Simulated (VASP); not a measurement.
The system is Sn2TeSe.

```
Se Te Sn
1.0
     2.19119    1.26508    7.12420
    -2.19119    1.26508    7.12420
     0.00000   -2.53016    7.12420
Se Te Sn
1 1 2
Cartesian
  2.1912 1.2651 7.1242
  0.0000 0.0000 10.6863
  0.0000 0.0000 5.4613
  0.0000 0.0000 15.9113
```

The cell was built by a generator and needn't be a form met in nature.

Base run:

| Quantity | Value |
| --- | --- |
| Program | VASP 6.6.1 |
| Functional | r2SCAN |
| Potentials or basis | VASP PAW PBE potentials, release 64 (Se, Te, Sn_d) |
| Cutoff | 520 eV |
| k mesh | 6 × 6 × 6 |
| Occupations | fermi-dirac, width 0.02 eV |
| Spin | no spin polarisation |

Its results: band gap on the k mesh 0.08 eV, direct; pressure 0.0 GPa; largest force 0.004 eV/Å.

Problem. The run is repeated on the same cell with these changes: functional from r2SCAN to PBE. What comes out?

Solution. Band gap on the k mesh 0.22 eV, direct; pressure 0.9 GPa; largest force 0.014 eV/Å.

Caveats: spin-orbit coupling is left out, which moves the levels of the heavy elements; the PAW data sets were made with another functional, which shifts forces and pressure a little (some runs).

A k mesh can miss the band edges.
